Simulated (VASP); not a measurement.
Here is the system:

```xyz
2
Lattice="1.5915 -2.7005 0.0000 1.5915 2.7005 0.0000 0.0000 0.0000 5.1208" Properties=species:S:1:pos:R:3 pbc="T T T"
Mg     1.5915     0.9002     1.2802
Mg     1.6717    -0.9002     3.8406
```

Method: PBE GGA, VASP's PBE PAW potentials (set 64) (plane waves; VASP). Numerical set-up: 400 eV cut-off, 3×3×2 Monkhorst-Pack mesh, first-order Methfessel-Paxton smearing of 0.10 eV, potentials Mg.

Task: Give the force on each atom (eV/Å).

Result: 
| atom | Fx | Fy | Fz |
|---|---|---|---|
| Mg1 | 0.059 | 0.040 | 0.000 |
| Mg2 | -0.059 | -0.040 | 0.000 |

Task: Give the stress tensor in GPa (positive for a compressed cell).

Result: 
```
 5.39  -0.87   0.00
-0.87  -2.64   0.00
 0.00   0.00   1.98
```
The pressure is its mean diagonal, 1.57 GPa.

The compound is Mg in the hcp structure. The cell was not relaxed at this level, atoms are displaced from their ideal sites. The k-mesh is coarse (spacing up to 0.76 per Å, 2π included), so the numbers may not be converged in it. The run is one of a series of settings (KPOINTS 3×3×2 Monkhorst-Pack mesh against the base run), some of them coarse on purpose.
